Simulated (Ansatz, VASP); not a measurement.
# Cross-check of GaSb between VASP and Ansatz, part 2 of 2

Wanted: the spread between two codes on one cell, functional and k mesh. The cell is taken from a series of runs on this material, whose earlier steps may have relaxed, scaled, displaced or heated it; both programs get it as it stands.

VASP 6.6.1 and Ansatz 0.2.0.

So far: The starting structure; VASP: zone-centre phonons, LDA, pair 1; Ansatz: zone-centre phonons, LDA, pair 1; Differences.

### Step 5. VASP: zone-centre phonons, LDA, pair 2

Level of this step: LDA; plane waves and PAW (Ga_d, Sb) (VASP).

Second derivatives magnify differences that forces hide, and they need a tight electronic threshold. The cell compared in this pair holds 54.77 Å³, against 54.22 Å³ for the pair before.

INCAR

```
SYSTEM = GaSb
PREC = Accurate
ENCUT = 500
EDIFF = 1E-08
NELM = 120
ISMEAR = 1
SIGMA = 0.2
LREAL = .FALSE.
ALGO = Normal
GGA = PW92
NBANDS = 15
LORBIT = 11
LWAVE = .FALSE.
LCHARG = .FALSE.
ISIF = 2
IBRION = 8
LASPH = .TRUE.
GGA_COMPAT = .FALSE.
EFERMI = MIDGAP
KPAR = 2
```

POSCAR

```
GaSb
1.0
    0.0000000000      3.0142511238      3.0142511238
    3.0142511238      0.0000000000      3.0142511238
    3.0142511238      3.0142511238      0.0000000000
Ga Sb
1 1
Direct
    0.0000000000      0.0000000000      0.0000000000
    0.7500000000      0.7500000000      0.7500000000
```

KPOINTS

```
Automatic mesh
0
Gamma
12 12 12
0 0 0
```

The projector-augmented-wave data sets are Ga_d and Sb (LDA family, release 64).

Run with:

```
> mpirun -np 2 vasp_std
```

Numbers of over 12 decimals in the logs are rounded to 6 here.

Output:

```text
[banner, memory and clock lines left out]
running    2 mpi-ranks, on    1 nodes
[...]
[... a notice as in an earlier step ...]

 LDA part: xc-table for (Slater(with rela. corr.)+PW92), standard interpolation
 POSCAR, INCAR and KPOINTS ok, starting setup
[...]
entering main loop
       N       E                     dE             d eps       ncg     rms          rms(c)
DAV:   1     0.815627876841E+02    0.81563E+02   -0.85124E+03  2168   0.146E+03
DAV:   2    -0.240011716052E+01   -0.83963E+02   -0.81146E+02  2510   0.308E+02
DAV:   3    -0.867994718632E+01   -0.62798E+01   -0.62642E+01  2629   0.684E+01
DAV:   4    -0.879365164591E+01   -0.11370E+00   -0.11369E+00  2655   0.103E+01
[...]
DAV:  11    -0.866460676527E+01   -0.22528E-05   -0.43768E-06  2490   0.195E-02    0.535E-03
DAV:  12    -0.866460673153E+01    0.33739E-07   -0.22634E-07  2734   0.353E-03    0.126E-03
DAV:  13    -0.866460674046E+01   -0.89349E-08   -0.20869E-08  2629   0.130E-03
   1 F= -.86646067E+01 E0= -.86647520E+01  d E =0.435871E-03
[...]
RMM:  12    -0.166869965879E+00   -0.72222E-07   -0.90100E-08 17452   0.248E-04    0.567E-06
RMM:  13    -0.166870007172E+00   -0.41294E-07   -0.47349E-08 17500   0.133E-04    0.183E-06
RMM:  14    -0.166870008243E+00   -0.10705E-08   -0.16885E-08 17612   0.758E-05    0.149E-06
 first order change of Fermi-energy   0.37666E-05
 force on displaced ion       1 direction 1 :  -8.516   0.000   0.000
 Linear response progress:
  Degree of freedom:   2/  2
       N       E                     dE             d eps       ncg     rms          rms(c)
RMM:   1    -0.295109013022E-01   -0.29511E-01   -0.73609E-04 16631   0.143E+00
RMM:   2    -0.265530835697E-01    0.29578E-02   -0.38731E-03 15358   0.405E-01    0.688E-02
RMM:   3    -0.264844123417E-01    0.68671E-04   -0.25404E-04 16899   0.109E-01    0.366E-02
RMM:   4    -0.265071675507E-01   -0.22755E-04   -0.60036E-05 17023   0.459E-02    0.462E-03
[...]
RMM:   8    -0.265025110602E-01    0.30874E-06   -0.27159E-08 16876   0.531E-04    0.817E-05
RMM:   9    -0.265024989685E-01    0.12092E-07   -0.81926E-09 17598   0.193E-04    0.252E-05
RMM:  10    -0.265024948431E-01    0.41254E-08    0.68158E-09 16676   0.760E-05    0.733E-06
 first order change of Fermi-energy   0.21234E-03
 force on displaced ion       2 direction 1 :  -8.548   0.000   0.000
 Linear response finished
```

From OUTCAR (step 5):

```text
  Total        0.2585874      0.2585874      0.2585874      0.0000000      0.0000000      0.0000000
  in kB        7.5639670      7.5639670      7.5639670      0.0000000      0.0000000      0.0000000
  external PRESSURE =       7.5639670 kB  Pullay stress =       0.0000000 kB

 POSITION                                       TOTAL-FORCE (eV/Angst)
 -----------------------------------------------------------------------------------
      0.00000      0.00000      0.00000        -0.000000     -0.000000     -0.000000
      4.52138      4.52138      4.52138         0.000000      0.000000      0.000000
 -----------------------------------------------------------------------------------
    total drift:                               -0.000001     -0.000001     -0.000001

[... 1 part as in an earlier step ...]

[... 1 further part left out ...]
```

### Step 6. Ansatz: zone-centre phonons, LDA, pair 2

The same cell, functional (in two slightly different forms), mesh and smearing now go to Ansatz, which takes its cutoff from its data sets.

The cell is taken from a series of runs on this material, whose earlier steps may have relaxed, scaled, displaced or heated it; both programs get it as it stands.

input.yaml

```yaml
crystal:
  lattice:
    - [0.0, 3.0142511238, 3.0142511238]
    - [3.0142511238, 0.0, 3.0142511238]
    - [3.0142511238, 3.0142511238, 0.0]
  atoms:
    - { symbol: Ga, position: [0.0, 0.0, 0.0] }
    - { symbol: Sb, position: [0.75, 0.75, 0.75] }
kpoints:
  mp_grid: { grid: [12, 12, 12] }
hamiltonian:
  xc: lda
  pseudopotentials: { kind: paw, azcp: { folder: soft_1 }, xc_functional: pbe }
scf:
  occupations: { method: methfessel_paxton, width: 0.2 }
output:
  eigenvalues: true
phonons:
  method: dfpt
```

Run with:

```
> ansatz run input.yaml --threads 4 --pin off --max-ram 10240MiB --backend cpu --events-out ev --progress --plain --runs-dir out
```

Output:

```text
[...]
Crystal: 2 atoms, lattice volume = 54.773 Å³
Basis set: ecut = 420 eV, 1067 PW (Γ), exchange–correlation on 60×60×60 points (8 copies of the dense FFT grid, shifted against one another)
Bands: 18, of which v1, the nominal top of the filled ones, is band 14 counted from 1 (13 counted from 0)
Symmetry: 24 space group operations
k-points: 163 of 1728 (irreducible under 8 space group operations, time reversal used)
[...]
k-point 1: bands = [... 10 lower, -3.6858, 6.7749, 7.9556, 7.9556, 9.0569, 11.0334, 11.0334, 11.1285]
  k-point 2: bands = [... 10 lower, -3.4643, 5.3141, 7.6579, 7.6579, 9.1249, 11.4240, 11.4240, 12.0947]
  k-point 162: bands = [... 10 lower, -1.1054, 1.1922, 4.5284, 4.7550, 11.8708, 12.3760, 12.5440, 12.8139]
[...]
ASR residual: 4.362e-5 → 0.000e0 eV/Å²; symmetrization residual: 1.471e-7 eV/Å²
  ASR residual per site (eV/Å²): 4.36e-5 4.11e-5
  Γ frequencies (cm⁻¹): 0.00 0.00 0.00 227.03 227.03 227.03
[...]
[key lines of the parts left out:]
SCF converged after 12 iterations
Free energy (F): -10043.120849 eV
Fermi energy:    8.149555 eV
```

### Step 7. Comparison

What differs besides the data sets and the points named for the pairs above, as far as they apply: the data sets hold 28 valence electrons in Ansatz (on its PAW soft_1 files) and 18 in VASP. Total energies have different zeros and are not compared.

The two programs side by side:

| quantity | Ansatz | VASP | difference |
| --- | --- | --- | --- |
| optical mode 1 to 3 (cm⁻¹) | 227.0 | 228.7 | -0.73 % |

Modes are paired by rising frequency, not by their patterns, so a pair may set unlike modes beside each other; they are those without the splitting of longitudinal modes.

### Step 8. Summary of results

```
r.m.s. difference of the optical zone-centre modes, each program's sorted by frequency (zone-centre phonons, LDA, pair 1) : 2.1 cm⁻¹
difference in optical mode 1 to 3 (zone-centre phonons, LDA, pair 1)                                                      : -0.9 %
r.m.s. difference of the optical zone-centre modes, each program's sorted by frequency (zone-centre phonons, LDA, pair 2) : 1.7 cm⁻¹
difference in optical mode 1 to 3 (zone-centre phonons, LDA, pair 2)                                                      : -0.7 %
```

What this shows: The r.m.s. difference of the optical zone-centre modes, each program's sorted by frequency is 2.1 cm⁻¹ (zone-centre phonons, LDA, pair 1). The data sets hold unlike numbers of valence electrons (28 in Ansatz and 18 in VASP), so part of the differences comes from the potentials. Among the rows given in per cent, the largest difference of the zone-centre phonons, LDA, pair 1 pair is in optical mode 1 to 3, -0.9 %. Among the rows given in per cent, the largest difference of the zone-centre phonons, LDA, pair 2 pair is in optical mode 1 to 3, -0.7 %. Such differences can come from data sets, numerical settings and the points named under the comparisons, not from the functional's error against experiment.

[Lines on the potential files, build, host, timing and source positions are cut from VASP's logs without a mark.]

[Logs are printed without paths, hosts, clocks, repeated set-up lines and the standing remarks that a program may print on its own settings, such as how far it seeks lower states.]

[Hosts, paths, dates, database ids (printed as entryN), source tags and the programs' standing remarks are cut or masked in the printed files.]
